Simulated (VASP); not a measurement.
An input for Quantum ESPRESSO's pw.x (written as the equivalent of a VASP run, and not itself run):

```
&CONTROL
  calculation = 'vc-relax'
  pseudo_dir = './pseudo'
  outdir = './out'
  tprnfor = .true.
  tstress = .true.
  nstep = 40
  forc_conv_thr = 0.00078
/
&SYSTEM
  ibrav = 0
  nat = 4
  ntyp = 2
  ecutwfc = 84
  occupations = 'smearing'
  smearing = 'methfessel-paxton'
  degauss = 0.00735
  input_dft = 'pbesol'
/
&ELECTRONS
  conv_thr = 7.3e-08
  electron_maxstep = 100
/
&IONS
/
&CELL
  press = 300
/
ATOMIC_SPECIES
  B 10.810 B.upf
  As 74.922 As.upf
CELL_PARAMETERS angstrom
     3.0476508    0.0000000    0.0000000
    -1.5238254    2.6393422   -0.0000000
     0.0000000    0.0000000    5.1748725
ATOMIC_POSITIONS crystal
  B    0.0000000  0.0000000  0.0000000
  B    0.0000000  0.0000000  0.5000000
  As   0.3333330  0.6666670  0.2500000
  As   0.6666670  0.3333330  0.7500000
K_POINTS automatic
  12 12 6 0 0 0
```

Q: Write the VASP files for the same calculation (PBEsol).

A: Several could match; the one computed here: 
File POSCAR:
```
BAs
1
    3.0476507710     0.0000000000     0.0000000000
   -1.5238253855     2.6393421623    -0.0000000000
    0.0000000000     0.0000000000     5.1748724819
B As
2 2
Direct
  0.0000000000   0.0000000000   0.0000000000
  0.0000000000   0.0000000000   0.5000000000
  0.3333330000   0.6666670000   0.2500000000
  0.6666670000   0.3333330000   0.7500000000
```

File KPOINTS:
```
Automatic mesh
0
Gamma
12 12 6
0 0 0
```

**INCAR**
```
ALGO = Normal
EDIFF = 1E-6
EDIFFG = -0.02
ENCUT = 620
GGA = PS
IBRION = 2
ISIF = 3
ISMEAR = 1
LASPH = T
LCHARG = F
LMAXMIX = 4
LREAL = F
LWAVE = F
NELM = 100
NSW = 40
PREC = Accurate
PSTRESS = 300
SIGMA = 0.1
SYSTEM = BAs
```

POTCAR, in this order: B As (PBE.64 set). Program: vasp_std.

Limits of the translation: the potentials are each code's own (VASP's PAW set, PseudoDojo norm-conserving files in pw.x), so ENCUT and ecutwfc are chosen apart and not converted; conv_thr bounds pw.x's estimated SCF error, while EDIFF bounds the energy change between steps; forc_conv_thr acts on force components and is met together with etot_conv_thr.

The structure was generated: BAs was put into the NiAs type type (P6_3/mmc), which need not be its known phase. This run relaxes it under an external pressure of 30 GPa. Symmetry was kept, so distortions that lower it aren't found.
